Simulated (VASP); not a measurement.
CuI (zinc blende): the lattice constant a from VASP (plane waves, PAW) at several levels of theory. Static lattice.

| level | lattice constant a (Å) |
|---|---|
| LDA | 5.867 |
| PBE | 6.082 |
| PBEsol | 5.945 |
| RPBE | 6.197 |
| AM05 | 5.972 |
| PBE-D3(BJ) | 5.973 |
| PBE-D4 | 5.973 |
| optB88-vdW | 6.068 |
| rev-vdW-DF2 | 6.028 |
| revTPSS | 6.012 |
| SCAN | 6.005 |
| r2SCAN | 6.024 |
| r2SCAN+rVV10 | 5.988 |

The cell of the LDA run:

```cif
data_CuI
_chemical_formula_sum 'Cu1 I1'
_space_group_name_H-M_alt 'P 1'
_space_group_IT_number 1
_cell_length_a 4.14849
_cell_length_b 4.14849
_cell_length_c 4.14849
_cell_angle_alpha 60.000
_cell_angle_beta 60.000
_cell_angle_gamma 60.000
loop_
_space_group_symop_operation_xyz
  'x, y, z'
loop_
_atom_site_label
_atom_site_type_symbol
_atom_site_fract_x
_atom_site_fract_y
_atom_site_fract_z
_atom_site_occupancy
Cu1 Cu 0.00000 0.00000 0.00000 1
I1 I 0.25000 0.25000 0.25000 1
```

Only levels that ran to the end are used. Left out are those held back, those with too coarse a band path, GW runs whose mesh misses a band edge, hybrids' fits of cells that aren't cubic and levels without matching references; a question may draw on a part of the rest.

The compound is CuI in the zinc blende structure.
